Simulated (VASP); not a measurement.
# Band gap of WSe2: mesh and cell, part 2 of 2

Aim: test what besides the functional moves the gap of WSe2. The starting structure is a measured crystal structure from the Crystallography Open Database. The atoms were first relaxed with LDA in that cell, in a run that isn't shown, and the relaxed structure is the one below.

VASP 6.6.1.

Results so far: reference 0.915 eV.

## Step 3: Bands with cell and atoms relaxed by LDA (continued)

Level of this step: LDA; plane waves and PAW (W, Se) (VASP).

OUTCAR, selected parts (step 3):

```text
  Total       -0.1105091     -0.1105091     -0.1224587     -0.0000000      0.0000000      0.0000000
  in kB       -1.5085535     -1.5085535     -1.6716767     -0.0000000      0.0000000      0.0000000
  external PRESSURE =      -1.5629279 kB  Pullay stress =       0.0000000 kB

 POSITION                                       TOTAL-FORCE (eV/Angst)
 -----------------------------------------------------------------------------------
      1.62482      0.93809      9.62511         0.000000      0.000000      0.000000
     -0.00000      1.87619      3.20837         0.000000     -0.000000      0.000000
      1.62482      0.93809      4.87638        -0.000000     -0.000000      0.001641
     -0.00000      1.87619     11.29312        -0.000000      0.000000      0.001641
      1.62482      0.93809      1.54036         0.000000     -0.000000     -0.001641
     -0.00000      1.87619      7.95710        -0.000000      0.000000     -0.001641
 -----------------------------------------------------------------------------------
    total drift:                               -0.000000      0.000000     -0.000000

  FREE ENERGIE OF THE ION-ELECTRON SYSTEM (eV)
  ---------------------------------------------------
  free  energy   TOTEN  =       -48.6553618217 eV

  energy  without entropy=      -48.6553618217  energy(sigma->0) =      -48.65536182

[... 1 part as in an earlier step ...]

[... 2 further parts left out ...]
[key lines of the parts left out:]
E-fermi :   5.8777
```

With cell and atoms relaxed by LDA the gap is 0.866 eV, -0.049 eV from the reference.

## Step 4: Bands with a 12×12×4 mesh

Against step 2 the input has a 12×12×4 mesh.

The input, INCAR:

```
SYSTEM = WSe2
PREC = Accurate
ENCUT = 350
EDIFF = 1E-06
NELM = 100
ISMEAR = 0
SIGMA = 0.03
LREAL = .FALSE.
ALGO = Normal
GGA = CA
NBANDS = 34
LASPH = .TRUE.
LORBIT = 11
LWAVE = .FALSE.
LCHARG = .FALSE.
KPAR = 8
```

The input, POSCAR:

```
WSe2
1.0
    3.2820000000      0.0000000000      0.0000000000
   -1.6410000000      2.8422953752      0.0000000000
    0.0000000000      0.0000000000     12.9600000000
W Se
2 4
Direct
    0.6666666667      0.3333333333      0.7500000000
    0.3333333333      0.6666666667      0.2500000000
    0.6666666667      0.3333333333      0.3778424535
    0.3333333333      0.6666666667      0.8778424535
    0.6666666667      0.3333333333      0.1221575465
    0.3333333333      0.6666666667      0.6221575465
```

The input, KPOINTS:

```
Automatic mesh
0
Gamma
12 12 4
0 0 0
```

The input, KPOINTS_OPT:

```
Line mode
8
Line-mode
Reciprocal
  0.00000000   0.00000000   0.00000000 GAMMA
  0.50000000   0.00000000   0.00000000 M

  0.50000000   0.00000000   0.00000000 M
  0.33333333   0.33333333   0.00000000 K

  0.33333333   0.33333333   0.00000000 K
  0.00000000   0.00000000   0.00000000 GAMMA

  0.00000000   0.00000000   0.00000000 GAMMA
  0.00000000   0.00000000   0.50000000 A

  0.00000000   0.00000000   0.50000000 A
  0.50000000   0.00000000   0.50000000 L

  0.50000000   0.00000000   0.50000000 L
  0.33333333   0.33333333   0.50000000 H

  0.33333333   0.33333333   0.50000000 H
  0.00000000   0.00000000   0.50000000 A

  0.50000000   0.00000000   0.50000000 L
  0.50000000   0.00000000   0.00000000 M

  0.33333333   0.33333333   0.00000000 K
  0.33333333   0.33333333   0.50000000 H
```

PAW data sets: W and Se (LDA family, release 64).

Started as:

```bash
$ mpirun -np 8 vasp_std
```

What it wrote:

```text
[... set-up lines as in an earlier step ...]
 entering main loop
       N       E                     dE             d eps       ncg     rms          rms(c)
DAV:   1     0.117520114163E+03    0.11752E+03   -0.11908E+04  3876   0.671E+02
DAV:   2    -0.413656725221E+02   -0.15889E+03   -0.14976E+03  4896   0.167E+02
DAV:   3    -0.506125495398E+02   -0.92469E+01   -0.91389E+01  4802   0.401E+01
DAV:   4    -0.506924054561E+02   -0.79856E-01   -0.79782E-01  4774   0.406E+00
[...]
DAV:  12    -0.486344791166E+02    0.76622E-04   -0.23541E-04  4724   0.660E-02    0.491E-02
DAV:  13    -0.486344802119E+02   -0.10952E-05   -0.16334E-05  4330   0.169E-02    0.186E-02
DAV:  14    -0.486344796161E+02    0.59571E-06   -0.23887E-06  4098   0.676E-03
   1 F= -.48634480E+02 E0= -.48634480E+02  d E =-.449460E-18
 Start KPOINTS_OPT (optional k-point list driver)
k-point batch [1-57\72]
       N       E                     dE             ncg
DAV:   1     0.917636122913E+04   -0.27902E+05     3876
DAV:   2     0.844167560603E+02   -0.90919E+04     4996
DAV:   3    -0.443021110969E+03   -0.52744E+03     4774
DAV:   4    -0.447466819867E+03   -0.44457E+01     4672
DAV:   5    -0.447502787872E+03   -0.35968E-01     4726
DAV:   6    -0.447503316586E+03   -0.52871E-03     4872
DAV:   7    -0.447503325278E+03   -0.86923E-05     4148
DAV:   8    -0.447503325614E+03   -0.33534E-06     3490
k-point batch [58-72\72]
       N       E                     dE             ncg
DAV:   1     0.276703337921E+05   -0.15301E+05     1028
DAV:   2     0.254566122836E+05   -0.22137E+04     1248
DAV:   3     0.253290093194E+05   -0.12760E+03     1222
DAV:   4     0.253278392372E+05   -0.11701E+01     1166
DAV:   5     0.253278308643E+05   -0.83730E-02     1202
DAV:   6     0.253278307599E+05   -0.10439E-03     1206
DAV:   7     0.253278307583E+05   -0.16175E-05      978
DAV:   8     0.253278307582E+05   -0.84310E-07      966
```

Elapsed: 37 s, on 8 MPI ranks of Intel Xeon Platinum 8375C at 2.90GHz (Ice Lake), shared host; peak memory 2.4 GiB.

OUTCAR, selected parts (step 4):

```text
  Total       -1.9884551     -1.9884551     -0.6152957      0.0000000     -0.0000000      0.0000000
  in kB      -26.3520002    -26.3520002     -8.1542064      0.0000000     -0.0000000      0.0000000
  external PRESSURE =     -20.2860689 kB  Pullay stress =       0.0000000 kB

 POSITION                                       TOTAL-FORCE (eV/Angst)
 -----------------------------------------------------------------------------------
      1.64100      0.94743      9.72000        -0.000000      0.000000      0.000000
     -0.00000      1.89486      3.24000        -0.000000      0.000000      0.000000
      1.64100      0.94743      4.89684        -0.000000      0.000000     -0.000939
     -0.00000      1.89486     11.37684        -0.000000     -0.000000     -0.000939
      1.64100      0.94743      1.58316         0.000000     -0.000000      0.000939
     -0.00000      1.89486      8.06316         0.000000     -0.000000      0.000939
 -----------------------------------------------------------------------------------
    total drift:                               -0.000000      0.000000     -0.000000

  FREE ENERGIE OF THE ION-ELECTRON SYSTEM (eV)
  ---------------------------------------------------
  free  energy   TOTEN  =       -48.6344796161 eV

  energy  without entropy=      -48.6344796161  energy(sigma->0) =      -48.63447962

[... 1 part as in an earlier step ...]

[... 2 further parts left out ...]
[key lines of the parts left out:]
E-fermi :   5.5651
```

With a 12×12×4 mesh the gap is 0.915 eV, +0.000 eV from the reference.

## Step 5: All runs side by side

| run | gap (eV) | change (eV) | core minutes |
| --- | --- | --- | --- |
| reference | 0.915 | - | 3.07 |
| cell and atoms relaxed by LDA | 0.866 | -0.049 | 3.47 |
| a 12×12×4 mesh | 0.915 | 0.0 | 4.93 |

Core minutes are wall time times ranks of the run shown, on a shared host.

## Step 6: Summary of results

| Property | Result |
| --- | --- |
| reference gap | 0.915 eV |
| gap with cell and atoms relaxed by LDA | 0.866 eV |
| gap with a 12×12×4 mesh | 0.915 eV |

**Reading.** Among the runs that read a gap along the path, the one with cell and atoms relaxed by LDA moves it most, by -0.049 eV. On finer settings it changes by +0.000 eV with a 12×12×4 mesh. The functional's own error isn't tested here. Further runs on this material are not shown.

[Lines on the potential files, build, host, timing and source positions are cut from VASP's logs without a mark.]

[Logs are printed without paths, hosts, clocks, repeated set-up lines and the standing remarks that a program may print on its own settings, such as how far it seeks lower states.]

[Hosts, paths, dates, database ids (printed as entryN), source tags and the programs' standing remarks are cut or masked in the printed files.]
